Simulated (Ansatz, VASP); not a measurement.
# Cross-check of ZrSnB (ZrSnB in the AlB2 type) between VASP and Ansatz, part 2 of 2

Aim: how closely do two programs agree when they are given the same cell, functional and k mesh? The cell is generated by rule, not measured, and may not be a known phase. The cell is taken from a series of runs on this material, whose earlier steps may have relaxed, scaled, displaced or heated it; both programs get it as it stands.

VASP 6.6.1 and Ansatz 0.2.0.

So far: Starting point; Ansatz: relaxation of cell and atoms, PBEsol, pair 1; VASP: relaxation of cell and atoms, PBEsol, pair 1; Comparison.

**5. VASP: relaxation of cell and atoms, PBEsol, pair 2**

Level of this step: PBEsol; plane waves and PAW (Zr_sv, B, Sn_d); invented cell (VASP).

The relaxed volume is the usual yardstick between codes: in a stiff, nearly cubic crystal its relative difference is about their pressure difference at one cell divided by the bulk modulus.

Contents of INCAR:

```
SYSTEM = ZrSnB
PREC = Accurate
ENCUT = 500
EDIFF = 1E-07
NELM = 120
ISMEAR = 0
SIGMA = 0.1
LREAL = .FALSE.
ALGO = Normal
GGA = PS
NBANDS = 20
LASPH = .TRUE.
LORBIT = 11
LWAVE = .FALSE.
LCHARG = .FALSE.
ISIF = 3
IBRION = 2
NSW = 80
EDIFFG = -0.005
GGA_COMPAT = .FALSE.
NELMIN = 4
KPAR = 2
```

Contents of POSCAR:

```
ZrSnB
1.0
    3.8971800000      0.0000000000      0.0000000000
   -1.9485900000      3.3750570000      0.0000000000
    0.0000000000      0.0000000000      3.7620460000
Zr B Sn
1 1 1
Direct
    0.0000000000      0.0000000000      0.0000000000
    0.3333333333      0.6666666667      0.5000000000
    0.6666666667      0.3333333333      0.5000000000
```

Contents of KPOINTS:

```
Automatic mesh
0
Gamma
9 9 8
0 0 0
```

The projector-augmented-wave data sets are Zr_sv, B and Sn_d (PBE family, release 64).

Launch:

```sh
$ mpirun -np 2 vasp_std
```

Numbers of over 12 decimals in the logs are rounded to 6 here.

Output:

```text
[banner, memory and clock lines left out]
running    2 mpi-ranks, on    1 nodes
[...]
[... a notice as in an earlier step ...]

 LDA part: xc-table for (Slater+PW92), standard interpolation
 POSCAR, INCAR and KPOINTS ok, starting setup
[...]
entering main loop
       N       E                     dE             d eps       ncg     rms          rms(c)
DAV:   1     0.277097086458E+03    0.27710E+03   -0.14641E+04  2508   0.198E+03
DAV:   2     0.487575106920E+01   -0.27222E+03   -0.26335E+03  2444   0.509E+02
DAV:   3    -0.202029195716E+02   -0.25079E+02   -0.24365E+02  2752   0.139E+02
DAV:   4    -0.215488354578E+02   -0.13459E+01   -0.13227E+01  4220   0.265E+01
[...]
DAV:  13    -0.197337458854E+02   -0.14749E-06   -0.39955E-07  2660   0.791E-03    0.118E-03
DAV:  14    -0.197337457127E+02    0.17267E-06   -0.11461E-07  1872   0.336E-03    0.252E-04
DAV:  15    -0.197337457211E+02   -0.84065E-08   -0.17084E-08  1472   0.140E-03
   1 F= -.19733746E+02 E0= -.19727287E+02  d E =-.197337E+02
[... from here on, the cycles between the ionic steps are left out ...]
   2 F= -.19733957E+02 E0= -.19727623E+02  d E =-.211588E-03
   3 F= -.19733979E+02 E0= -.19727616E+02  d E =-.233452E-03
   4 F= -.19734087E+02 E0= -.19727759E+02  d E =-.108114E-03
   5 F= -.19734093E+02 E0= -.19727773E+02  d E =-.113420E-03
[...]
reached required accuracy - stopping structural energy minimisation
```

OUTCAR, selected parts (step 5):

```text
  Total        0.0014578      0.0014578      0.0020195     -0.0000000     -0.0000000      0.0000000
  in kB        0.0472480      0.0472480      0.0654524     -0.0000000     -0.0000000      0.0000000
  external PRESSURE =       0.0533161 kB  Pullay stress =       0.0000000 kB

 POSITION                                       TOTAL-FORCE (eV/Angst)
 -----------------------------------------------------------------------------------
      0.00000      0.00000      0.00000        -0.000000     -0.000000      0.000000
     -0.00000      2.24558      1.88664         0.000000     -0.000000     -0.000000
      1.94473      1.12279      1.88664         0.000000      0.000000      0.000000
 -----------------------------------------------------------------------------------
    total drift:                                0.000001     -0.000000      0.000000

  FREE ENERGIE OF THE ION-ELECTRON SYSTEM (eV)
  ---------------------------------------------------
  free  energy   TOTEN  =       -19.7340925930 eV

  energy  without entropy=      -19.7214537710  energy(sigma->0) =      -19.72777318

[... 2 parts as in an earlier step ...]

[... 2 further parts left out ...]
[key lines of the parts left out:]
E-fermi :  10.9000
```

**6. Ansatz: relaxation of cell and atoms, PBEsol, pair 2**

The same cell, functional, mesh and smearing now go to Ansatz, which takes its cutoff from its data sets.

The cell is taken from a series of runs on this material, whose earlier steps may have relaxed, scaled, displaced or heated it; both programs get it as it stands.

Contents of input.yaml:

```yaml
crystal:
  lattice:
    - [3.8971803505, 0.0, 0.0]
    - [-1.9485901753, 3.3750571867, 0.0]
    - [0.0, 0.0, 3.7620458384]
  atoms:
    - { symbol: Zr, position: [0.0, 0.0, 0.0] }
    - { symbol: B, position: [0.3333333333, 0.6666666667, 0.5] }
    - { symbol: Sn, position: [0.6666666667, 0.3333333333, 0.5] }
kpoints:
  mp_grid: { grid: [9, 9, 8] }
hamiltonian:
  xc: pbesol
  pseudopotentials: { kind: paw, azcp: { folder: soft_1 }, xc_functional: pbe }
scf:
  occupations: { method: gaussian, width: 0.1 }
output:
  forces: true
  stress: true
  eigenvalues: true
relax:
  adjacent_minimum: "off"
  f_tol: 0.005
  max_steps: 80
  cell: { stress_tol: 0.05 }
```

Launch:

```sh
$ ansatz run input.yaml --threads 4 --pin off --max-ram 12288MiB --backend cpu --events-out ev --progress --plain --runs-dir out
```

Output:

```text
[...]
Crystal: 3 atoms, lattice volume = 49.483 Å³
Basis set: ecut = 420 eV, 961 PW (Γ), exchange–correlation on 54×54×54 points (8 copies of the dense FFT grid, shifted against one another)
Bands: 19, of which v1, the nominal top of the filled ones, is band 15 counted from 1 (14 counted from 0)
Symmetry: 12 space group operations
[...]
k-points: 60 of 648 (time reversal used)
[...]
k-point 59: bands = [... 11 lower, 9.8440, 11.2491, 11.8428, 16.8584, 16.9664, 17.7156, 18.0107, 18.0565]
--- Relaxed structure (4 steps of the walk, 3 accepted, 1 SCFs on fresh bases) ---
[...]
cell:  # Å, volume = 49.4097 Å³
    - [3.889806, 2.881291924382847e-11, 0]
    - [-1.944903, 3.368670, 0]
    - [0, 0, 3.770730]
  atoms:
    - { symbol: Zr, position: [0, 0, 0] }
    - { symbol: B, position: [0.333333, 0.666667, 0.5] }
    - { symbol: Sn, position: [0.666667, 0.333333, 0.5] }
[key lines of the parts left out:]
SCF converged after 7 iterations
Free energy (F): -10230.531250 eV
Fermi energy:    15.227712 eV
P = ⅓ Tr σ = -0.0005 GPa (-0.005 kbar)
```

**7. Side by side**

Compared:

```tsv
quantity	Ansatz	VASP	difference
volume (Å³)	49.41	49.43	-0.05 %
edge a after relaxation, in the typed setting (Å)	3.890	3.889	+0.01 %
edge c after relaxation, in the typed setting (Å)	3.771	3.773	-0.07 %
```

**8. Ansatz: zone-centre phonons, PBEsol**

Second derivatives magnify differences that forces hide, and they need a tight electronic threshold.

The cell is taken from a series of runs on this material, whose earlier steps may have relaxed, scaled, displaced or heated it; both programs get it as it stands.

Contents of input.yaml:

```yaml
crystal:
  lattice:
    - [3.8900563435, 0.0, 0.0]
    - [-1.9450281718, 3.3688876156, 0.0]
    - [0.0, 0.0, 3.7698730323]
  atoms:
    - { symbol: Zr, position: [0.0, 0.0, 0.0] }
    - { symbol: B, position: [0.3333333333, 0.6666666667, 0.5] }
    - { symbol: Sn, position: [0.6666666667, 0.3333333333, 0.5] }
kpoints:
  mp_grid: { grid: [6, 6, 4] }
hamiltonian:
  xc: pbesol
  pseudopotentials: { kind: paw, azcp: { folder: soft_1 }, xc_functional: pbe }
scf:
  occupations: { method: methfessel_paxton, width: 0.2 }
output:
  eigenvalues: true
phonons:
  method: dfpt
  qmesh: [2, 2, 2]
  temperatures: { t_max: 1000, t_step: 50 }
  qpath:
    path:
      - [[0.0, 0.0, 0.0], [0.5, 0.0, 0.0], [0.33333333, 0.33333333, 0.0], [0.0, 0.0, 0.0], [0.0, 0.0, 0.5], [0.5, 0.0, 0.5], [0.33333333, 0.33333333, 0.5], [0.0, 0.0, 0.5]]
      - [[0.5, 0.0, 0.5], [0.5, 0.0, 0.0]]
      - [[0.33333333, 0.33333333, 0.5], [0.33333333, 0.33333333, 0.0]]
    npoints: 10
```

Output:

```text
[...]
Crystal: 3 atoms, lattice volume = 49.405 Å³
Basis set: ecut = 420 eV, 937 PW (Γ), exchange–correlation on 54×54×54 points (8 copies of the dense FFT grid, shifted against one another)
Bands: 19, of which v1, the nominal top of the filled ones, is band 15 counted from 1 (14 counted from 0)
Symmetry: 12 space group operations
k-points: 21 of 144 (time reversal used)
[...]
largest difference from the sums on the solved wave vectors: F 4.11e-2 eV, S 4.77e-5 and C_V 9.70e-6 eV/K
  zero-point energy: 0.108149 eV/cell   skipped modes (ω ≤ 0): 545, of them read as no rigid motion or as one in doubt: 542 (1.673e0 modes/cell left out, lowest -232.39 cm⁻¹)   left out of the sums: 1.86e-1 of the cell's modes: C_V's classical limit lies that fraction below 3 k_B per atom; for a crystal, a wire or a layer, F and S can be off by more, and a phonons.interpolated_qmesh denser along its periods is the remedy for the sampling
[key lines of the parts left out:]
SCF converged after 9 iterations
Free energy (F): -10230.571948 eV
Fermi energy:    15.283220 eV
```

**9. VASP: zone-centre phonons, PBEsol**

The same cell, functional, mesh and smearing now go to VASP, with its own data sets.

Contents of INCAR:

```
SYSTEM = ZrSnB
PREC = Accurate
ENCUT = 500
EDIFF = 1E-08
NELM = 120
ISMEAR = 1
SIGMA = 0.2
LREAL = .FALSE.
ALGO = Normal
GGA = PS
NBANDS = 20
LASPH = .TRUE.
LORBIT = 11
LWAVE = .FALSE.
LCHARG = .FALSE.
ISIF = 2
IBRION = 8
GGA_COMPAT = .FALSE.
KPAR = 2
```

Contents of POSCAR:

```
ZrSnB
1.0
    3.8900563435      0.0000000000      0.0000000000
   -1.9450281718      3.3688876156      0.0000000000
    0.0000000000      0.0000000000      3.7698730323
Zr B Sn
1 1 1
Direct
    0.0000000000      0.0000000000      0.0000000000
    0.3333333333      0.6666666667      0.5000000000
    0.6666666667      0.3333333333      0.5000000000
```

Contents of KPOINTS:

```
Automatic mesh
0
Gamma
6 6 4
0 0 0
```

Launch:

```sh
$ mpirun -np 2 vasp_std
```

Output:

```text
[... set-up lines as in an earlier step ...]
 entering main loop
       N       E                     dE             d eps       ncg     rms          rms(c)
DAV:   1     0.272227580076E+03    0.27223E+03   -0.14454E+04   868   0.196E+03
DAV:   2     0.398219537060E+01   -0.26825E+03   -0.26070E+03   848   0.499E+02
DAV:   3    -0.203106142870E+02   -0.24293E+02   -0.23681E+02   996   0.136E+02
DAV:   4    -0.215934785094E+02   -0.12829E+01   -0.12686E+01  1480   0.261E+01
[...]
DAV:  14    -0.197745870501E+02    0.13072E-06   -0.14009E-07  1132   0.366E-03    0.428E-04
DAV:  15    -0.197745870665E+02   -0.16434E-07   -0.12012E-08   768   0.955E-04    0.215E-04
DAV:  16    -0.197745870682E+02   -0.16753E-08   -0.16967E-09   548   0.569E-04
   1 F= -.19774587E+02 E0= -.19776478E+02  d E =0.567222E-02
 Linear response reoptimize wavefunctions to high precision
DAV:   1    -0.197745870642E+02    0.39886E-08   -0.65958E-10   564   0.246E-04
DAV:   2    -0.197745870642E+02   -0.41382E-10   -0.16154E-10   508   0.133E-04
 Linear response DOF=           6
 Linear response progress:
[...]
RMM:  19    -0.219824403468E+00    0.51047E-07    0.19811E-07  5851   0.128E-04    0.127E-05
RMM:  20    -0.219824390878E+00    0.12590E-07    0.73374E-08  5997   0.108E-04    0.122E-05
RMM:  21    -0.219824392060E+00   -0.11821E-08    0.94932E-08  5301   0.940E-05    0.132E-05
 first order change of Fermi-energy   0.21100E-04
 force on displaced ion       3 direction 1 : -15.928   0.002   0.000
 Linear response progress:
  Degree of freedom:   6/  6
       N       E                     dE             d eps       ncg     rms          rms(c)
RMM:   1    -0.212296477633E+00   -0.21230E+00    0.15001E+00  1174   0.151E+01
RMM:   2    -0.217533589777E+00   -0.52371E-02   -0.17746E-02  1613   0.921E-01    0.572E-02
RMM:   3    -0.217880642187E+00   -0.34705E-03   -0.13847E-03  1790   0.250E-01    0.345E-02
RMM:   4    -0.218169606997E+00   -0.28896E-03   -0.17739E-04  1961   0.890E-02    0.914E-03
[...]
RMM:  14    -0.218206079509E+00   -0.42157E-07    0.49075E-07  2341   0.345E-04    0.151E-04
RMM:  15    -0.218206054845E+00    0.24664E-07    0.49121E-07  2243   0.251E-04    0.155E-04
RMM:  16    -0.218206082630E+00   -0.27785E-07    0.41206E-07  2237   0.186E-04    0.161E-04
 first order change of Fermi-energy  -0.14046E-03
 force on displaced ion       3 direction 3 :  -0.000   0.000  -7.244
 Linear response finished
```

OUTCAR, selected parts (step 9):

```text
  Total       -0.0354267     -0.0354267      0.4791448      0.0000000     -0.0000000     -0.0000000
  in kB       -1.1488741     -1.1488741     15.5384677      0.0000000     -0.0000000     -0.0000000
  external PRESSURE =       4.4135732 kB  Pullay stress =       0.0000000 kB

 POSITION                                       TOTAL-FORCE (eV/Angst)
 -----------------------------------------------------------------------------------
      0.00000      0.00000      0.00000        -0.000000      0.000000      0.000000
     -0.00000      2.24593      1.88494        -0.000000      0.000000      0.000000
      1.94503      1.12296      1.88494         0.000000     -0.000000      0.000000
 -----------------------------------------------------------------------------------
    total drift:                                0.000001     -0.000001      0.000000

[... 2 further parts left out ...]
```

Energies printed during the response cycles are not total energies of the cell. The k-mesh is coarse for a metal.

**10. Comparison**

What differs besides the data sets and the points named for the pairs above, as far as they apply: VASP's run holds the zone centre alone. Total energies have different zeros and are not compared.

Compared:

```tsv
quantity	Ansatz	VASP	difference
optical mode 1 (imaginary, printed as negative) (cm⁻¹)	-232.4	-229.4	-3.0
optical mode 2 to 3 (cm⁻¹)	121.7	123.4	-1.39 %
optical mode 4 (cm⁻¹)	215.1	217.1	-0.92 %
optical mode 5 to 6 (cm⁻¹)	513.7	511.9	+0.36 %
```

Modes are paired by rising frequency, not by their patterns, so a pair may set unlike modes beside each other; they are those without the splitting of longitudinal modes.

**11. What came out**

| Quantity | Value |
| --- | --- |
| difference in volume (relaxation of cell and atoms, PBEsol, pair 1) | -0.051 % |
| difference in edge c after relaxation, in the typed setting (relaxation of cell and atoms, PBEsol, pair 2) | -0.069 % |
| r.m.s. difference of the optical zone-centre modes, each program's sorted by frequency (zone-centre phonons, PBEsol) | 2.1 cm⁻¹ |
| difference in optical mode 2 to 3 (zone-centre phonons, PBEsol) | -1.4 % |

The difference in edge c after relaxation, in the typed setting is -0.069 % (relaxation of cell and atoms, PBEsol, pair 2), within the 1.2 % picked in this series as the mark of a large difference, as far as the stopping tolerances let one tell. Among the rows given in per cent, the largest difference of the zone-centre phonons, PBEsol pair is in optical mode 2 to 3, -1.4 %. 1 further run of this series is not shown here. Such differences can come from data sets, numerical settings and the points named under the comparisons, not from the functional's error against experiment.

[Lines on the potential files, build, host, timing and source positions are cut from VASP's logs without a mark.]

[Logs are printed without paths, hosts, clocks, repeated set-up lines and the standing remarks that a program may print on its own settings, such as how far it seeks lower states.]

[Hosts, paths, dates, database ids (printed as entryN), source tags and the programs' standing remarks are cut or masked in the printed files.]
